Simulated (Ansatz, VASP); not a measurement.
## Cross-check of TaN between VASP and Ansatz

Aim: how closely do two programs agree when they are given the same cell, functional and k mesh? The cell is taken from a series of runs on this material, whose earlier steps may have relaxed, scaled, displaced or heated it; both programs get it as it stands.

Main program and level: Ansatz 0.2.0; plane waves, with VASP 6.6.1 beside it; zone-centre phonons at PBEsol.

### Step 1. The structure

The structure is hexagonal, space group P-62m (No. 189). The conventional cell has a = 5.159 Å, b = 5.159 Å, c = 2.888 Å, α = 90.00°, β = 90.00°, γ = 120.00°. N has 5 Ta at 2.03 to 2.15 Å nearest. Nearest to Ta lie 6 N at 2.15 Å. Ta has 3 N at 2.03 Å nearest. Farther neighbours and most contacts between anions are not listed.

As a file:

```cif
data_structure
_symmetry_space_group_name_H-M 'P-62m'
_symmetry_Int_Tables_number 189
_cell_length_a 5.1592
_cell_length_b 5.1592
_cell_length_c 2.8876
_cell_angle_alpha 90.000
_cell_angle_beta 90.000
_cell_angle_gamma 120.000
_cell_volume 66.56
loop_
_atom_site_label
_atom_site_type_symbol
_atom_site_symmetry_multiplicity
_atom_site_Wyckoff_symbol
_atom_site_fract_x
_atom_site_fract_y
_atom_site_fract_z
_atom_site_occupancy
N1 N 3 f 0.39389 0.00000 0.00000 1
Ta1 Ta 2 d 0.33333 0.66667 0.50000 1
Ta2 Ta 1 a 0.00000 0.00000 0.00000 1
```

### Step 2. Ansatz: zone-centre phonons, PBEsol

Ansatz runs on its PAW soft_1 files.

Second derivatives magnify differences that forces hide, and they need a tight electronic threshold.

The input, input.yaml:

```yaml
crystal:
  lattice:
    - [5.1591989772, 0.0, 0.0]
    - [-2.5795994886, 4.4679973774, 0.0]
    - [0.0, 0.0, 2.8876406325]
  atoms:
    - { symbol: "N", position: [0.3938938784, 0.0, 0.0] }
    - { symbol: "N", position: [0.6061061216, 0.6061061216, 0.0] }
    - { symbol: "N", position: [0.0, 0.3938938784, 0.0] }
    - { symbol: Ta, position: [0.3333333333, 0.6666666667, 0.5] }
    - { symbol: Ta, position: [0.6666666667, 0.3333333333, 0.5] }
    - { symbol: Ta, position: [0.0, 0.0, 0.0] }
kpoints:
  mp_grid: { grid: [9, 9, 12] }
hamiltonian:
  xc: pbesol
  pseudopotentials: { kind: paw, azcp: { folder: soft_1 }, xc_functional: pbe }
scf:
  occupations: { method: methfessel_paxton, width: 0.2 }
output:
  eigenvalues: true
phonons:
  method: dfpt
```

Run with:

```bash
> ansatz run input.yaml --threads 8 --pin off --max-ram 16384MiB --backend cpu --events-out ev --progress --plain --runs-dir out
```

Numbers of over 12 decimals in the logs are rounded to 6 here.

Log:

```text
zone centre: on kpoints.mp_grid the ground state, and the responses unless they are solved on pairs of k-points, stand on 287 of the mesh's 972 k-points, reduced under 2 symmetry operations, with k and −k counted as one. Each operation leaves every solved displacement unchanged or reverses it
Engine: ansatz 0.2.0, aarch64-unknown-linux-gnu
Pseudopotentials: kind: paw
Pseudopotential: N, paw, valence charge 5, recommended cutoff 420 eV (normal), soft_1/N.paw.azcp
Pseudopotential: Ta, paw, valence charge 13, recommended cutoff 420 eV (normal), soft_1/Ta.paw.azcp
Functional definition: PBEsol
  exchange = pbesol_x
  correlation = pbesol_c
Crystal: 6 atoms, lattice volume = 66.564 Å³
Basis set: ecut = 420 eV, 1287 PW (Γ), exchange–correlation on 72×72×40 points (8 copies of the dense FFT grid, shifted against one another)
Bands: 33, of which v1, the nominal top of the filled ones, is band 27 counted from 1 (26 counted from 0)
Symmetry: 12 space group operations
k-points: 287 of 972 (irreducible under 2 space group operations, time reversal used)
Non-local potential: N, projectors of the file, l = 0: 2, l = 1: 2, l = 2: 1
Non-local potential: Ta, projectors of the file, l = 0: 3, l = 1: 2, l = 2: 2, l = 3: 1
PAW form: soft (Blöchl's): semilocal exchange-correlation on the pseudo side does not see the compensation charge
PAW frozen core: N, regenerated for the run's functional, and the local potential with it (the file was generated under x = pbe(κ = 0.804, μ = 0.219515), c = pbe(β = 0.066725))
PAW frozen core: Ta, regenerated for the run's functional, and the local potential with it (the file was generated under x = pbe(κ = 0.804, μ = 0.219515), c = pbe(β = 0.066725))
PAW one-centre angular grid: N, 110 points (default); XC on 64 Gauss nodes
PAW one-centre angular grid: Ta, 590 points (default); XC on 64 Gauss nodes
Initial density: superposition of atomic densities (chi_scale 0.1, normalization cell, long waves kept (reshape's long-wave potential 0.01 eV rms))
Initial wavefunctions: pseudopotential atomic-orbital guess
Functional: x = pbesol(κ = 0.804, μ = 0.123457), c = pbesol(β = 0.046)
SCF iter   1: F=—  HF=-30566.447126 eV  |F-HF|=—  |Δ(HF+E_count)|=         —  Δρ=6.60e-2  dr2=3.55e0  ethr=3.10e-3  ⟨swp⟩=4.6  Hψ=36948  notcnv=0
preconditioner: auto → Resta (q_TF=auto, 2.635 Å⁻¹)  ε∞=7.2  [insulator: Δε(μ)=0.131 eV  Ē_g=10.036 eV  σ=0.200 eV  W_gap=0.52  n_scr=26 (ndim 8)  ℏωp=24.9 eV  f_vac=0.000  D(μ)=0.20/eV (n_scr^D=0)  ε∞_Penn≈7.2]
SCF iter   2: F=—  HF=-30565.774826 eV  |F-HF|=—  |Δ(HF+E_count)|=   6.72e-1  S|Δr|=    0.00e0  Δρ=3.12e-2  dr2=3.10e-1  ethr=3.10e-3  ⟨swp⟩=2.0  Hψ=16918  notcnv=0  defer=328
preconditioner: auto → Kerker (q_TF=auto, 2.635 Å⁻¹)  [metal: Δε(μ)=0.096 eV  Ē_g=9.705 eV  σ=0.200 eV  W_gap=0.37  n_scr=26 (ndim 8)  ℏωp=24.9 eV  f_vac=0.000  D(μ)=0.42/eV (n_scr^D=0)]
SCF iter   3: F=—  HF=-30565.748879 eV  |F-HF|=—  |Δ(HF+E_count)|=   2.59e-2  S|Δr|=    0.00e0  Δρ=1.49e-2  dr2=7.88e-2  ethr=5.74e-4  ⟨swp⟩=1.0  Hψ=9143  notcnv=0  defer=328
SCF iter   4: F=—  HF=-30565.740478 eV  |F-HF|=—  |Δ(HF+E_count)|=   8.40e-3  S|Δr|=    0.00e0  Δρ=1.95e-3  dr2=2.57e-3  ethr=1.46e-4  ⟨swp⟩=2.3  Hψ=13535  notcnv=0  defer=328
SCF iter   5: F=—  HF=-30565.740109 eV  |F-HF|=—  |Δ(HF+E_count)|=   3.69e-4  S|Δr|=    0.00e0  Δρ=7.31e-4  dr2=3.54e-4  ethr=4.76e-6  ⟨swp⟩=2.2  Hψ=12714  notcnv=0  defer=327
SCF iter   6: F=—  HF=-30565.740035 eV  |F-HF|=—  |Δ(HF+E_count)|=   7.37e-5  S|Δr|=    0.00e0  Δρ=1.34e-4  dr2=1.38e-5  ethr=6.56e-7  ⟨swp⟩=2.0  Hψ=13231  notcnv=0  defer=324
SCF iter   7: F=—  HF=-30565.740033 eV  |F-HF|=—  |Δ(HF+E_count)|=   2.47e-6  S|Δr|=    0.00e0  Δρ=2.32e-5  dr2=3.62e-7  ethr=2.55e-8  ⟨swp⟩=2.0  Hψ=13436  notcnv=0  defer=324
SCF iter   8: F=—  HF=-30565.740038 eV  |F-HF|=—  |Δ(HF+E_count)|=   4.90e-6  S|Δr|=    0.00e0  Δρ=4.39e-6  dr2=1.41e-8  ethr=6.71e-10  ⟨swp⟩=2.0  Hψ=13096  notcnv=0  defer=324
SCF iter   9: F=—  HF=-30565.740038 eV  |F-HF|=—  |Δ(HF+E_count)|=   2.30e-9  S|Δr|=    0.00e0  Δρ=7.80e-7  dr2=3.80e-10  ethr=2.61e-11  ⟨swp⟩=2.0  Hψ=13267  notcnv=0  defer=324
SCF iter  10: F=-30565.740038 eV  HF=-30565.740038 eV  |F-HF|=3.64e-12  |Δ(HF+E_count)|=  7.28e-12  S|Δr|=    0.00e0  Δρ=1.18e-7  dr2=4.23e-12  ethr=1.00e-12  ⟨swp⟩=9.4  Hψ=52461  notcnv=0
the search or the solves at the SCF's close seem to have found levels that the self-consistency loop had missed (the run counts 3). By its estimate they hold under 1e-12 electrons; where the run keeps them, the occupations were computed again with them
SCF 1 converged in 10 iterations: F = -30565.740038 eV  dr2 = 4.23e-12
  greatest PAW one-centre occupation: 0.999 electrons in one spin orbital (limit 2), on the Ta atom at site 4 (counted from 0), in its partial waves of l = 0
DFPT response loops at Γ: preconditioner auto → Kerker (q_TF=auto, 2.635 Å⁻¹) (partly filled bands, converged f_vac=0.000); β = 1.00, the filter's whole step (`scf.mixing.beta` (0.50) is not read by the response loops under this deck's `scf.mixing.preconditioner`; to damp them name `kerker` or `kerker_dos`, under which they read `scf.mixing.beta`, and type it under 1.00, their step now; both keys bind the ground state too); Broyden in place of MSR1
SCF converged after 10 iterations
Stability not checked: this state was not tested for a lower state beside it, because cold or Methfessel-Paxton smearing, or corrected tetrahedra, fill the levels in a way that the test cannot read (fill_not_monotonic; see scf.lower_state_search)
Free energy (F): -30565.740038 eV
Harris-Foulkes:  -30565.740038 eV  (|F-HF|=3.64e-12)
Internal energy: -30565.743216 eV  (E = F + TS)
E sigma→0 (E₀):  -30565.740832 eV
Entropy (-TS):   0.003178 eV (0.530 meV/atom)
Fermi energy:    20.042024 eV
Step filling:    the computed levels leave a gap of 0.0487 eV = 0.2 smearing widths at the electron count; against every level under it full and every level over it empty, smearing changes F+E_penalty+E_count by +1.112 meV and its σ→0 estimate by +0.318 meV
--- Per-component energies (eV) ---
  E_band       = -206.373191
  E_kinetic    = 1572.627163
  E_local      = -1949.447234  (includes V_loc(G=0)·N_el)
  E_nonlocal   = 80.398219
  E_hartree    = 698.559177
  E_xc         = -1136.814604
  E_vxc        = -930.266626  (∫ρ·V_xc dr)
  E_paw        = -24914.694947  (= ΣΔE_a)
  E_vpaw       = -376.805849  (= ΣTr[D̂ρ^β])
  E_aug_tail   = 0.002773  (compensation charges beyond the density's cutoff)
  E_ewald      = -4917.099195
  E_core_change = 0.725435  (= ΣΔE_core)
  E_smearing   = 0.003178  (= −TS)
  E_closure    = 0.000000  (closes the sum)
  Σ components = -30565.740038   (vs F -30565.740038, Δ=0.00e0)
--- Band table (eV; the first three rows and the last of 287) ---
  k-point 0: bands = [... 23 lower, 15.6370, 16.5863, 17.9869, 18.9976, 18.9976, 20.5394, 20.5394, 21.8440, ... 2 higher]
  k-point 1: bands = [... 23 lower, 15.2335, 16.8376, 18.3427, 18.6519, 18.6519, 20.9750, 20.9750, 21.9607, ... 2 higher]
  k-point 2: bands = [... 23 lower, 14.6439, 17.5879, 18.2392, 18.2392, 19.1728, 21.4245, 21.4245, 21.9748, ... 2 higher]
  k-point 286: bands = [... 23 lower, 15.8545, 16.6762, 17.7966, 18.8943, 21.1102, 21.5780, 22.8301, 22.8562, ... 2 higher]
--- Phonons (Γ-DFPT): 7 representative perturbations + reference, on 287 of 972 k-points (Σ response iterations 22) ---
  k mesh reduced under 2 symmetry operations, with k and −k counted as one. Each operation leaves every solved displacement unchanged or reverses it
  ASR residual: 2.952e-5 → 0.000e0 eV/Å²; symmetrization residual: 2.170e-6 eV/Å²
  ASR residual per site (eV/Å²): 2.90e-5 2.78e-5 2.78e-5 2.95e-5 2.95e-5 2.59e-5
  Γ frequencies (cm⁻¹): 0.00 0.00 0.00 149.56 191.60 191.60 192.99 234.82 234.82 589.81 589.81 607.45 613.57 613.57 626.20 661.21 661.21 716.73
  non-analytic LO–TO correction: not included (Born effective charges unavailable; polar crystals: no LO–TO splitting at Γ)
```

(Continued in part 2 of 3.)

[Lines on the potential files, build, host, timing and source positions are cut from VASP's logs without a mark.]

[Logs are printed without paths, hosts, clocks, repeated set-up lines and the standing remarks that a program may print on its own settings, such as how far it seeks lower states.]

[Hosts, paths, dates, database ids (printed as entryN), source tags and the programs' standing remarks are cut or masked in the printed files.]
